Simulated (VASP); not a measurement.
```
BeTe
1.0
    0.00000     2.78115     2.78115
    2.78115     0.00000     2.78115
    2.78115     2.78115     0.00000
Be Te
1 1
Cartesian
  0.00000   0.00000   0.00000
  1.39058   1.39058   1.39058
```

The numbers are results of LDA (Ceperley-Alder, Perdew-Zunger), VASP's LDA PAW potentials (set 64) (plane waves; VASP), not measurements. Settings: 400 eV cut-off, 15×15×15 Γ-centred mesh, Gaussian smearing of 0.010 eV, potentials Be Te.

**Question.** Give the direction-averaged independent-particle dielectric function (no local fields, no excitons; a broadening of 0.1 eV leaves a tail below the gap, and fine structure carries the noise of the k-mesh).

**Answer.** 
```csv
ħω (eV),ε₁,ε₂
0.00,8.07,0.00
0.30,8.09,0.02
0.60,8.16,0.03
0.90,8.29,0.05
1.20,8.47,0.07
1.50,8.71,0.10
1.80,9.05,0.13
2.10,9.49,0.17
2.40,10.07,0.23
2.70,10.87,0.32
3.00,12.03,0.48
3.30,13.88,0.85
3.60,17.09,2.89
3.90,17.59,6.71
4.20,17.90,10.91
4.50,18.99,16.02
4.90,12.95,27.77
5.20,0.46,20.66
5.50,-8.48,21.20
5.80,-7.03,12.03
6.10,-4.62,10.57
6.40,-4.95,9.64
6.70,-7.01,8.57
7.00,-5.18,5.90
7.30,-5.89,4.76
7.60,-4.17,3.35
7.90,-3.21,3.38
8.20,-3.78,3.38
8.50,-2.86,2.99
8.80,-3.23,2.68
9.10,-2.84,1.82
9.50,-2.07,2.11
```
ε₂ peaks at 5.0 eV (height 29.6), 5.4 eV (height 25.0); ε₁(0) averages 8.07, so the electronic refractive index below the gap tends to √8.07 = 2.84.

The compound is BeTe in the zinc blende structure. It was relaxed first.
